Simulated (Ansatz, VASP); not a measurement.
# Y3ZrC: VASP beside Ansatz, part 2 of 2

One calculation is typed for both programs; each brings its own data sets. How far apart do they land? The cell is generated by rule, not measured, and may not be a known phase. The cell is taken from a series of runs on this material, whose earlier steps may have relaxed, scaled, displaced or heated it; both programs get it as it stands.

VASP 6.6.1 and Ansatz 0.2.0.

So far: Set-up; VASP: relaxation of cell and atoms, PBEsol.

The structure was built from a prototype and need not be the compound's stable phase.

## 3. Ansatz: relaxation of cell and atoms, PBEsol

Level of this step: Ansatz beside VASP: Kohn-Sham DFT, plane waves, PBEsol (Ansatz).

Ansatz runs on its default PAW (the set named soft_2) files.

The same cell, functional, mesh and smearing now go to Ansatz, which takes its cutoff from its data sets.

File input.yaml:

```yaml
crystal:
  lattice:
    - [4.9035439828, 0.0, 0.0]
    - [0.0, 4.9035439828, 0.0]
    - [0.0, 0.0, 4.9035439828]
  atoms:
    - { symbol: "Y", position: [0.5, 0.0, 0.5] }
    - { symbol: "Y", position: [0.5, 0.5, 0.0] }
    - { symbol: "Y", position: [0.0, 0.5, 0.5] }
    - { symbol: Zr, position: [0.0, 0.0, 0.0] }
    - { symbol: C, position: [0.5, 0.5, 0.5] }
kpoints:
  mp_grid: { grid: [8, 8, 8] }
hamiltonian:
  xc: pbesol
scf:
  occupations: { method: methfessel_paxton, width: 0.2 }
output:
  forces: true
  stress: true
  eigenvalues: true
relax:
  adjacent_minimum: "off"
  f_tol: 0.001
  max_steps: 60
  cell: { stress_tol: 0.01 }
```

The run is started by

```console
$ ansatz run input.yaml --threads 4 --pin off --max-ram 16384MiB --backend cpu --events-out ev --progress --plain --runs-dir out
```

Numbers of over 12 decimals in the logs are rounded to 6 here.

The program printed:

```text
Engine: ansatz 0.2.0, aarch64-unknown-linux-gnu
Pseudopotentials: kind: paw
Pseudopotential: Y, paw, valence charge 11, recommended cutoff 420 eV (normal), Y.paw.azcp
Pseudopotential: Zr, paw, valence charge 12, recommended cutoff 420 eV (normal), Zr.paw.azcp
Pseudopotential: C, paw, valence charge 4, recommended cutoff 420 eV (normal), C.paw.azcp
Functional definition: PBEsol
  exchange = pbesol_x
  correlation = pbesol_c
Crystal: 5 atoms, lattice volume = 117.904 Å³
Basis set: ecut = 420 eV, 2325 PW (Γ), exchange–correlation on 72×72×72 points (8 copies of the dense FFT grid, shifted against one another)
Bands: 30, of which v1, the nominal top of the filled ones, is band 25 counted from 1 (24 counted from 0)
Symmetry: 48 space group operations
Space group: Pm-3m (ITA 221), of the structure as read, at distance tolerance 4.9e-5 Å
k-points: 35 of 512
Non-local potential: Y, projectors of the file, l = 0: 3, l = 1: 2, l = 2: 2, l = 3: 1
Non-local potential: Zr, projectors of the file, l = 0: 3, l = 1: 2, l = 2: 2, l = 3: 2
Non-local potential: C, projectors of the file, l = 0: 2, l = 1: 2, l = 2: 1
PAW form: soft (Blöchl's): semilocal exchange-correlation on the pseudo side does not see the compensation charge
PAW frozen core: Y, regenerated for the run's functional, and the local potential with it (the file was generated under x = pbe(κ = 0.804, μ = 0.219515), c = pbe(β = 0.066725))
PAW frozen core: Zr, regenerated for the run's functional, and the local potential with it (the file was generated under x = pbe(κ = 0.804, μ = 0.219515), c = pbe(β = 0.066725))
PAW frozen core: C, regenerated for the run's functional, and the local potential with it (the file was generated under x = pbe(κ = 0.804, μ = 0.219515), c = pbe(β = 0.066725))
PAW one-centre angular grid: Y, 590 points (default); XC on 64 Gauss nodes
PAW one-centre angular grid: Zr, 590 points (default); XC on 64 Gauss nodes
PAW one-centre angular grid: C, 110 points (default); XC on 64 Gauss nodes
Initial density: superposition of atomic densities (neutral atoms: chi_scale 0, normalization atom), corrected by the library's trained network
Initial wavefunctions: pseudopotential atomic-orbital guess
Functional: x = pbesol(κ = 0.804, μ = 0.123457), c = pbesol(β = 0.046)
SCF iter   1: F=—  HF=-15760.179556 eV  |F-HF|=—  |Δ(HF+E_count)|=         —  Δρ=6.74e-3  dr2=1.20e-1  ethr=1.77e-3  ⟨swp⟩=5.1  Hψ=4200  notcnv=0
preconditioner: auto → Kerker (q_TF=auto, 2.357 Å⁻¹)  [metal: Δε(μ)=0.005 eV  Ē_g=3.288 eV  σ=0.200 eV  W_gap=0.02  n_scr=26 (ndim 8)  ℏωp=14.1 eV  f_vac=0.000  D(μ)=10.58/eV (n_scr^D=122)]
SCF iter   2: F=—  HF=-15760.166014 eV  |F-HF|=—  |Δ(HF+E_count)|=   1.35e-2  S|Δr|=    0.00e0  Δρ=3.29e-3  dr2=2.61e-2  ethr=2.45e-4  ⟨swp⟩=1.0  Hψ=1331  notcnv=0
SCF iter   3: F=—  HF=-15760.162958 eV  |F-HF|=—  |Δ(HF+E_count)|=   3.06e-3  S|Δr|=    0.00e0  Δρ=5.81e-4  dr2=5.90e-4  ethr=5.32e-5  ⟨swp⟩=2.0  Hψ=1188  notcnv=0
SCF iter   4: F=—  HF=-15760.162917 eV  |F-HF|=—  |Δ(HF+E_count)|=   4.07e-5  S|Δr|=    0.00e0  Δρ=1.65e-4  dr2=3.22e-5  ethr=1.20e-6  ⟨swp⟩=2.0  Hψ=1307  notcnv=0
SCF iter   5: F=—  HF=-15760.162929 eV  |F-HF|=—  |Δ(HF+E_count)|=   1.20e-5  S|Δr|=    0.00e0  Δρ=3.19e-5  dr2=2.23e-6  ethr=6.56e-8  ⟨swp⟩=2.0  Hψ=1501  notcnv=0
SCF iter   6: F=-15760.162929 eV  HF=-15760.162929 eV  |F-HF|=7.98e-9  |Δ(HF+E_count)|=   2.51e-7  S|Δr|=    0.00e0  Δρ=5.34e-6  dr2=3.58e-8  ethr=2.04e-10  ⟨swp⟩=3.7  Hψ=4430  notcnv=0
SCF 1 converged in 6 iterations: F = -15760.162929 eV  dr2 = 3.58e-8
  greatest PAW one-centre occupation: 0.997 electrons in one spin orbital (limit 2), on the Zr atom at site 3 (counted from 0), in its partial waves of l = 0
relax step   1: F+E_penalty+E_count = -15760.16292859 eV  Δ(F+E_penalty+E_count) = +0.000e0 eV  max|allowed force component| = 2.046e-29 eV/Å  Δτ_max = 0.0000 Å  P = -0.046 GPa  Ω = 117.904 Å³  (6 SCF iters, dr2 threshold 1.00e-7 eV, accepted)
[...]
relax step   2: F+E_penalty+E_count = -15760.16296806 eV  Δ(F+E_penalty+E_count) = -3.947e-5 eV  max|allowed force component| = 3.984e-30 eV/Å  Δτ_max = 0.0000 Å  P = +0.045 GPa  Ω = 117.763 Å³  energy of the carried Pulay correction = +3.915e-5 eV  (5 SCF iters, dr2 threshold 5.25e-9 eV, accepted)
[...]
relax step   3: F+E_penalty+E_count = -15760.16295850 eV  Δ(F+E_penalty+E_count) = +9.560e-6 eV  max|allowed force component| = 2.062e-29 eV/Å  Δτ_max = 0.0000 Å  P = +0.000 GPa  Ω = 117.833 Å³  energy of the carried Pulay correction = +1.975e-5 eV  (4 SCF iters, dr2 threshold 5.07e-9 eV, accepted)
[...]
relax step   4: F+E_penalty+E_count = -15760.16293622 eV  Δ(F+E_penalty+E_count) = +2.228e-5 eV  max|allowed force component| = 8.651e-30 eV/Å  Δτ_max = 0.0000 Å  P = -0.000 GPa  Ω = 117.833 Å³  stress off target by 1.80e-4 GPa  SCF on the basis re-selected at this cell (its energy is not comparable with the rows above)  (7 SCF iters)
basis re-selected at this cell: Δ(F+E_penalty+E_count) = +2.228e-5 eV, ΔP = -0.000 GPa vs the last step (what re-selecting the basis moved, of the pressure what is left beyond the Pulay correction that the steps carried, after the strain that the cell walked since its last selection, with what the two solves' SCF thresholds leave and, on support functions, any second-order correction that the steps lacked; it is no m [...]
SCF converged after 7 iterations
Stability not checked: this state was not tested for a lower state beside it, because cold or Methfessel-Paxton smearing, or corrected tetrahedra, fill the levels in a way that the test cannot read (fill_not_monotonic; see scf.lower_state_search)
Free energy (F): -15760.162936 eV
Harris-Foulkes:  -15760.162936 eV  (|F-HF|=9.09e-12)
Internal energy: -15760.146590 eV  (E = F + TS)
E sigma→0 (E₀):  -15760.158850 eV
Entropy (-TS):   -0.016346 eV (-3.269 meV/atom)
Fermi energy:    10.893178 eV
--- Per-component energies (eV) ---
  E_band       = -406.498183
  E_kinetic    = 1337.217866
  E_local      = -2479.728338  (includes V_loc(G=0)·N_el)
  E_nonlocal   = 265.312651
  E_hartree    = 783.666346
  E_xc         = -723.517077
  E_vxc        = -844.521089  (∫ρ·V_xc dr)
  E_paw        = -11315.611149  (= ΣΔE_a)
  E_vpaw       = -252.111980  (= ΣTr[D̂ρ^β])
  E_aug_tail   = 0.000035  (compensation charges beyond the density's cutoff)
  E_ewald      = -3628.120064
  E_core_change = 0.633139  (= ΣΔE_core)
  E_smearing   = -0.016346  (= −TS)
  E_closure    = -0.000000  (closes the sum)
  Σ components = -15760.162936   (vs F -15760.162936, Δ=0.00e0)
--- Forces (eV/Å), atoms counted from 1 ---
  atom   1  Y     -0.00000000    -0.00000000     0.00000000
  atom   2  Y      0.00000000    -0.00000000     0.00000000
  atom   3  Y      0.00000000    -0.00000000    -0.00000000
  atom   4  Zr    -0.00000000     0.00000000    -0.00000000
  atom   5  C      0.00000000    -0.00000000     0.00000000
  max |Σ_I F_I| component: 1.20e-29 eV/Å
--- Stress (GPa, compression-positive) ---
       -0.000180      -0.000000      -0.000000
       -0.000000      -0.000180       0.000000
       -0.000000       0.000000      -0.000180
  P = ⅓ Tr σ = -0.0002 GPa (-0.002 kbar)
--- Band table (eV; the first three rows and the last of 35) ---
  k-point 0: bands = [... 21 lower, 9.8547, 9.8547, 10.7030, 10.7030, 10.7030, 12.6848, 12.6848, 12.6848, ... 1 higher]
  k-point 1: bands = [... 21 lower, 9.8571, 9.9244, 10.3915, 10.7352, 10.7352, 12.5237, 12.7315, 12.7315, ... 1 higher]
  k-point 2: bands = [... 21 lower, 9.8480, 9.8480, 10.1272, 10.8734, 10.8734, 12.1160, 12.6915, 12.6915, ... 1 higher]
  k-point 34: bands = [... 21 lower, 10.4959, 10.4959, 10.4959, 11.7948, 11.7948, 11.7948, 11.8927, 11.8927, ... 1 higher]
--- Relaxed structure (3 steps of the walk, 3 accepted, 1 SCFs on fresh bases) ---
  F+E_penalty+E_count = -15760.16293622 eV   max|allowed force component| = 8.651e-30 eV/Å   (the final SCF, on the basis selected at the relaxed cell)
  cell:  # Å, volume = 117.8332 Å³
    - [4.902556, 0, 0]
    - [0, 4.902556, 0]
    - [0, 0, 4.902556]
  atoms:
    - { symbol: Y, position: [0.5, 0, 0.5] }
    - { symbol: Y, position: [0.5, 0.5, 0] }
    - { symbol: Y, position: [0, 0.5, 0.5] }
    - { symbol: Zr, position: [0, 0, 0] }
    - { symbol: C, position: [0.5, 0.5, 0.5] }
```

## 4. Comparison

Known differences besides the potentials themselves: the cutoff is 420 eV in Ansatz and 600 eV in VASP; Ansatz makes its cores anew for this functional, VASP keeps those of its PBE data sets; Ansatz adds a Pulay correction to the stress that steers its cell, VASP none. Total energies have different zeros and are not compared.

Compared:

| quantity | Ansatz | VASP | difference |
| --- | --- | --- | --- |
| volume (Å³) | 117.83 | 117.66 | +0.14 % |
| edge a after relaxation, in the typed setting (Å) | 4.903 | 4.900 | +0.05 % |

## 5. Results

| Item | Value |
| --- | --- |
| difference in volume (relaxation of cell and atoms, PBEsol) | 0.14 % |

What this shows: The difference in volume is 0.14 % (relaxation of cell and atoms, PBEsol), within the 1.2 % picked in this series as the mark of a large difference, as far as the stopping tolerances let one tell. 1 further run of this series is not shown here. Such differences can come from data sets, numerical settings and the points named under the comparisons, not from the functional's error against experiment.

[Lines on the potential files, build, host, timing and source positions are cut from VASP's logs without a mark.]

[Logs are printed without paths, hosts, clocks, repeated set-up lines and the standing remarks that a program may print on its own settings, such as how far it seeks lower states.]

[Hosts, paths, dates, database ids (printed as entryN), source tags and the programs' standing remarks are cut or masked in the printed files.]
